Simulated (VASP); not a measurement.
# Mg3Cl2O (R-3m) in VASP: notebook

Aim: see how the results for Mg3Cl2O move with the level of theory and the settings. Levels: PBE, LDA. Tasks: relaxation of cell and atoms, relaxation of the atoms.

All numbers are computed with VASP 6.6.1; they aren't measurements. Logs are shortened: lines on timing, memory, paths and dates and some standing lists are left out, and cuts for length are marked.

### 1 The crystal as given

The structure is trigonal, space group R-3m (No. 166). Conventional cell: a = 5.671 Å, b = 5.671 Å, c = 12.295 Å, α = 90.00°, β = 90.00°, γ = 120.00°. Mg (site symmetry 2/m) is surrounded by 2 O at 2.62 Å and 4 Mg at 2.84 Å and 2 Cl at 2.99 Å. Cl (site symmetry 3m) has 9 Mg at 2.99 to 3.26 Å and 4 Cl at 3.20 to 3.40 Å and 3 O at 3.31 Å as nearest neighbours. O (site symmetry -3m) is surrounded by 6 Mg at 2.62 Å.

The cell was built by a generator and needn't be a form met in nature.

### 2 Relaxation of cell and atoms, PBE

Input file INCAR:

```
  ALGO = Normal
  EDIFF = 1E-6
  EDIFFG = -0.01
  ENCUT = 600
  GGA = PE
  IBRION = 2
  ISIF = 3
  ISMEAR = 0
  LASPH = T
  LCHARG = F
  LREAL = F
  LWAVE = F
  NELM = 100
  NSW = 60
  PREC = Accurate
  SIGMA = 0.05
```

Input file KPOINTS:

```
k-points
0
Gamma
  6 6 6
```

Input file POSCAR:

```
Mg3Cl2O
1.0
    2.8356717700      1.6371758600      4.0981974200
   -2.8356717700      1.6371758600      4.0981974200
    0.0000000000     -3.2743517200      4.0981974200
Mg Cl O
3 2 1
Direct
    0.0000000000      0.5000000000      0.0000000000
    0.5000000000      0.0000000000      0.0000000000
    0.0000000000      0.0000000000      0.5000000000
    0.6300789700      0.6300789700      0.6300789700
    0.3699210300      0.3699210300      0.3699210300
    0.0000000000      0.0000000000      0.0000000000
```

Potentials or basis: VASP PAW PBE potentials, release 64 (Mg, Cl, O).

The run is started by

```bash
$ cat potpaw_PBE.64/Mg/POTCAR potpaw_PBE.64/Cl/POTCAR potpaw_PBE.64/O/POTCAR > POTCAR
$ mpirun -np 1 vasp_std > vasp.out
```

OUTCAR:

```text
EDIFF = 1E-6
   EDIFFG = -0.01
   ENCUT = 600
   GGA = PE
   IBRION = 2
   ISIF = 3
   ISMEAR = 0
   LASPH = T
   LREAL = F
   NELM = 100
   NSW = 60
   PREC = Accurate

 ion  position               nearest neighbor table
   1  0.000  0.500  0.000-   6 2.62   6 2.62   2 2.84   2 2.84   3 2.84   3 2.84   4 2.99   5 2.99

   2  0.500  0.000  0.000-   6 2.62   6 2.62   1 2.84   1 2.84   3 2.84   3 2.84   4 2.99   5 2.99

   3  0.000  0.000  0.500-   6 2.62   6 2.62   2 2.84   1 2.84   1 2.84   2 2.84   4 2.99   5 2.99

   4  0.630  0.630  0.630-   1 2.99   2 2.99   3 2.99
   5  0.370  0.370  0.370-   1 2.99   2 2.99   3 2.99
   6  0.000  0.000  0.000-   1 2.62   2 2.62   1 2.62   2 2.62   3 2.62   3 2.62

  LATTYP: Found a trigonal (rhomboedric) cell.
 ALAT       =     5.2456268717
 COS(alpha) =     0.4155503213

  Lattice vectors:

 A1 = (   2.8356717700,   1.6371758600,   4.0981974200)
 A2 = (  -2.8356717700,   1.6371758600,   4.0981974200)
 A3 = (   0.0000000000,  -3.2743517200,   4.0981974200)

Analysis of symmetry for initial positions (statically):
=====================================================================
 Subroutine PRICEL returns:
 Original cell was already a primitive cell.

 Routine SETGRP: Setting up the symmetry group for a
 trigonal (rhombohedral) supercell.

 Subroutine GETGRP returns: Found 12 space group operations
 (whereof 12 operations were pure point group operations)
 out of a pool of 12 trial point group operations.

The static configuration has the point symmetry D_3d.

Analysis of symmetry for dynamics (positions and initial velocities):
=====================================================================
 Subroutine PRICEL returns:
 Original cell was already a primitive cell.

 Routine SETGRP: Setting up the symmetry group for a
 trigonal (rhombohedral) supercell.

 Subroutine GETGRP returns: Found 12 space group operations
 (whereof 12 operations were pure point group operations)
 out of a pool of 12 trial point group operations.

The dynamic configuration has the point symmetry D_3d.

 Subroutine INISYM returns: Found 12 space group operations
 (whereof 12 operations are pure point group operations),
 and found     1 'primitive' translations

----------------------------------------------------------------------------------------

                                     Primitive cell

  volume of cell :     114.1551

  direct lattice vectors                    reciprocal lattice vectors
     2.835671770  1.637175860  4.098197420     0.176325062  0.101801322  0.081336573
    -2.835671770  1.637175860  4.098197420    -0.176325062  0.101801322  0.081336573
     0.000000000 -3.274351720  4.098197420     0.000000000 -0.203602644  0.081336573

  length of vectors
     5.245626872  5.245626872  5.245626872     0.219247975  0.219247975  0.219247975

  position of ions in fractional coordinates (direct lattice)
     0.000000000  0.500000000  0.000000000
     0.500000000  0.000000000  0.000000000
     0.000000000  0.000000000  0.500000000
     0.630078970  0.630078970  0.630078970
     0.369921030  0.369921030  0.369921030
     0.000000000  0.000000000  0.000000000

  ion indices of the primitive-cell ions
   primitive index   ion index
                 1           1
                 2           2
                 3           3
                 4           4
                 5           5
                 6           6

----------------------------------------------------------------------------------------

 KPOINTS: k-points

Automatic generation of k-mesh.
 Grid dimensions read from file:
 generate k-points for:    6    6    6

 Generating k-lattice:

  Cartesian coordinates                     Fractional coordinates (reciprocal lattice)
     0.029387510  0.016966887  0.013556095     0.166666667 -0.000000000  0.000000000
    -0.029387510  0.016966887  0.013556095    -0.000000000  0.166666667  0.000000000
     0.000000000 -0.033933774  0.013556095     0.000000000  0.000000000  0.166666667

  Length of vectors
     0.036541329  0.036541329  0.036541329

  Shift w.r.t. Gamma in fractional coordinates (k-lattice)
     0.000000000  0.000000000  0.000000000

 Subroutine IBZKPT returns following result:
 ===========================================

 Found     32 irreducible k-points:

 Following reciprocal coordinates:
            Coordinates               Weight
  0.000000  0.000000  0.000000      1.000000
  0.166667 -0.000000 -0.000000      6.000000
  0.333333 -0.000000 -0.000000      6.000000
  0.500000  0.000000 -0.000000      3.000000
  0.166667  0.166667 -0.000000      6.000000
  0.333333  0.166667 -0.000000     12.000000
[... 16 lines left out ...]
  0.500000  0.500000  0.166667      6.000000
 -0.333333  0.500000  0.166667     12.000000
 [... further k-points ...]
   k-points           NKPTS =     32   k-points in BZ     NKDIM =     32   number of bands    NBANDS=     17
   number of dos      NEDOS =    301   number of ions     NIONS =      6
   total plane-waves  NPLWV =  74088
   dimension x,y,z NGX =    42 NGY =   42 NGZ =   42
   dimension x,y,z NGXF=    84 NGYF=   84 NGZF=   84
   ions per type =               3   2   1
   NGX,Y,Z   is equivalent  to a cutoff of  13.31, 13.31, 13.31 a.u.
   NGXF,Y,Z  is equivalent  to a cutoff of  26.62, 26.62, 26.62 a.u.
 SYSTEM =  unknown system
   PREC   = accura    normal or accurate (medium, high low for compatibility)
   ISTART =      0    job   : 0-new  1-cont  2-samecut
   ICHARG =      2    charge: 1-file 2-atom 10-const
   ISPIN  =      1    spin polarized calculation?
   LNONCOLLINEAR =      F non collinear calculations
   LSORBIT =      F    spin-orbit coupling
   LASPH  =      T    aspherical Exc in radial PAW
   ENCUT  =  600.0 eV  44.10 Ry    6.64 a.u.  10.48 10.48 10.48*2*pi/ulx,y,z
   NELM   =    100;   NELMIN=  2; NELMDL= -5     # of ELM steps
   EDIFF  = 0.1E-05   stopping-criterion for ELM
   LREAL  =      F    real-space projection
   EDIFFG = -.1E-01   stopping-criterion for IOM
   NSW    =     60    number of steps for IOM
   IBRION =      2    ionic relax: 0-MD 1-quasi-New 2-CG
   NFREE  =      1    steps in history (QN), initial steepest desc. (CG)
   ISIF   =      3    stress and relaxation
   ISYM   =      2    0-nonsym 1-usesym 2-fastsym
   POTIM  = 0.5000    time-step for ionic-motion
   TEBEG  =    0.0;   TEEND  =   0.0 temperature during run
   PSTRESS=    0.0 pullay stress
   NELECT =      26.0000    total number of electrons
   NUPDOWN=      -1.0000    fix difference up-down
   EMIN   =  10.00;   EMAX   =-10.00  energy-range for DOS
   EFERMI =   0.00;   METHOD = LEGACY
   ISMEAR =     0;   SIGMA  =   0.05  broadening in eV -4-tet -1-fermi 0-gaus
   EFERMI_NEDOS =   21; number of points for ismear=-14 and -15
   IALGO  =     38    algorithm
   IMIX   =      4    mixing-type and parameters
     AMIX     =   0.40;   BMIX     =  1.00
     AMIX_MAG =   1.60;   BMIX_MAG =  1.00
  volume/ion in A,a.u.               =      19.03       128.39
  Fermi-wavevector in a.u.,A,eV,Ry     =   0.999772  1.889294 13.599612  0.999543
  Thomas-Fermi vector in A             =   2.132084
   LORBIT       =      0    0 simple, 1 ext, 2 COOP (PROOUT), +10 PAW based schemes
   GGA     = PE    functional components
   LHFCALC =     F    Hartree Fock is set to
   AEXX    =    0.0000 exact exchange contribution
   IVDW    =     0    specifies the selected vdW correction
   LEPSILON=     F    determine dielectric tensor
   LRPA    =     F    only Hartree local field effects (RPA)
 conjugate gradient relaxation of ions
 non-spin polarized calculation
 Gauss-broadening in eV      SIGMA  =   0.05
  energy-cutoff  :      600.00
  volume of cell :      114.16
 maximum number of plane-waves:      3830
 NGX is ok and might be reduce to    42
   NGX = 21   NGY = 21   NGZ = 21

--------------------------------------- Ionic step        1  -------------------------------------------

 number of electron      26.0000001 magnetization

 Free energy of the ion-electron system (eV)
  ---------------------------------------------------
  ext. energy  EPLUGINS =         0.00000000
  ---------------------------------------------------
  free energy    TOTEN  =       -17.07411424 eV

  energy without entropy =      -17.07101560  energy(sigma->0) =      -17.07256492

------------------------ aborting loop because EDIFF is reached ----------------------------------------

  FORCE on cell =-STRESS in cart. coord.  units (eV):
  Direction    XX          YY          ZZ          XY          YZ          ZX
  --------------------------------------------------------------------------------------
  -------------------------------------------------------------------------------------
  Total        3.5259955      3.5259955    -12.0333132     -0.0000000     -0.0000000      0.0000000
  in kB       49.4876600     49.4876600   -168.8886192     -0.0000000     -0.0000000      0.0000000
  external PRESSURE =     -23.3044331 kB  Pullay stress =       0.0000000 kB
[... 101 lines left out ...]
  FREE ENERGIE OF THE ION-ELECTRON SYSTEM (eV)
  ---------------------------------------------------
  free  energy   TOTEN  =       -18.2302730089 eV

  energy  without entropy=      -18.2255360209  energy(sigma->0) =      -18.22790451

[... ionic steps 4 to 9 ...]

--------------------------------------- Ionic step       10  -------------------------------------------

 number of electron      26.0000006 magnetization

------------------------ aborting loop because EDIFF is reached ----------------------------------------
[... 75 lines left out ...]
--------------------------------------- Ionic step       12  -------------------------------------------

 number of electron      26.0000005 magnetization

 Free energy of the ion-electron system (eV)
  ---------------------------------------------------
  ext. energy  EPLUGINS =         0.00000000
  ---------------------------------------------------
  free energy    TOTEN  =       -18.99526353 eV

  energy without entropy =      -18.99262941  energy(sigma->0) =      -18.99394647

 E-fermi :   4.9584     XC(G=0):  -8.8673

 val. band max:        4.9347268753   @ k =  -0.3333   0.5000   0.1667
 cond. band min:       5.0377111444   @ k =   0.5000   0.1667  -0.0000
 fundamental gap:      0.1029842691
 Fermi energy:         4.9583819829

 k-point     1 :       0.0000    0.0000    0.0000
  band No.  band energies     occupation
      1     -13.9672      2.00000
      2     -13.3194      2.00000
      3     -12.8775      2.00000
      4      -2.3644      2.00000
      5      -2.0588      2.00000
      6      -2.0588      2.00000
[... 457 lines left out ...]
      4      -3.0141      2.00000
      5      -2.8596      2.00000
      6      -2.3173      2.00000
[... 9 lines left out ...]
     16       6.8338      0.00000
     17       7.0735      0.00000

 [... further k-points ...]

------------------------ aborting loop because EDIFF is reached ----------------------------------------

  FORCE on cell =-STRESS in cart. coord.  units (eV):
  Direction    XX          YY          ZZ          XY          YZ          ZX
  --------------------------------------------------------------------------------------
  -------------------------------------------------------------------------------------
  Total       -0.0181343     -0.0181343      0.0501038      0.0000000      0.0000000     -0.0000000
  in kB       -0.2468731     -0.2468731      0.6820928      0.0000000      0.0000000     -0.0000000
  external PRESSURE =       0.0627822 kB  Pullay stress =       0.0000000 kB
[... 21 lines left out ...]
  FREE ENERGIE OF THE ION-ELECTRON SYSTEM (eV)
  ---------------------------------------------------
  free  energy   TOTEN  =       -18.9952635276 eV

  energy  without entropy=      -18.9926294096  energy(sigma->0) =      -18.99394647

 reached required accuracy - stopping structural energy minimisation
```

It took 4.2 min on 1 thread of Intel Xeon 6975P-C (Granite Rapids), shared host; peak memory 0.33 GiB.

Results:

* Free energy: -18.9953 eV
* Relaxed volume: 19.61 Å³/atom
* Relaxed cell: a = 4.925 Å, b = 4.925 Å, c = 4.925 Å, α = 84.06°, β = 84.06°, γ = 84.06°
* Space group after relaxing (to 0.05 Å): R-3m (No. 166)
* Energy gained by relaxing: 320.2 meV/atom
* Ionic steps: 12
* Pressure after relaxing: 0.0 GPa
* Band gap on the k mesh: none (metal or under the smearing width)

Stress tensor (GPa, compression positive):
```
-0.02  0.00  0.00
 0.00 -0.02  0.00
 0.00  0.00  0.07
```

Step by step:
```
step  energy change (eV)  largest force (eV/Å)  pressure (GPa)  volume (Å³)
   1              0.0000                0.4603           -2.33       114.16
   2             -0.9877                0.3664            0.22       109.04
   3             -1.1562                1.0660            2.00       106.31
   4             -1.1767                1.4584            2.63       105.00
   5             -1.4888                1.2937            0.52       109.04
   6             -1.8947                0.2667           -1.41       120.82
   7             -1.8974                0.2046           -1.48       121.48
   8             -1.9161                0.1572            0.57       116.67
   9             -1.9208                0.0348           -0.10       118.12
  10             -1.9208                0.0402           -0.07       118.05
  11             -1.9211                0.0168           -0.03       117.85
  12             -1.9211                0.0005            0.01       117.69
```

Final structure:
```cif
data_structure
_symmetry_space_group_name_H-M 'P 1'
_symmetry_Int_Tables_number 1
_cell_length_a 4.9254
_cell_length_b 4.9254
_cell_length_c 4.9254
_cell_angle_alpha 84.061
_cell_angle_beta 84.061
_cell_angle_gamma 84.061
_cell_volume 117.69
loop_
_atom_site_label
_atom_site_type_symbol
_atom_site_fract_x
_atom_site_fract_y
_atom_site_fract_z
_atom_site_occupancy
Mg1 Mg 0.00000 0.50000 0.00000 1
Mg2 Mg 0.50000 0.00000 0.00000 1
Mg3 Mg 0.00000 0.00000 0.50000 1
Cl1 Cl 0.65987 0.65987 0.65987 1
Cl2 Cl 0.34013 0.34013 0.34013 1
O1 O 0.00000 0.00000 0.00000 1
```

Levels at points of the mesh, in eV from the Fermi level:
```csv
k point,band 10,band 11,band 12,band 13,band 14,band 15,band 16,band 17
"(0.00, 0.00, 0.00)",-4.74,-4.74,-4.15,-2.87,0.79,0.79,1.61,1.61
"(0.50, 0.00, 0.00)",-4.83,-4.74,-4.57,-0.38,-0.17,-0.03,1.91,3.33
"(0.50, 0.50, 0.00)",-4.90,-4.59,-4.04,-0.30,0.37,0.51,2.16,3.15
"(0.50, 0.50, 0.50)",-4.54,-4.52,-4.52,0.91,1.43,1.43,1.69,2.00
```

[end of part 1 of 2]
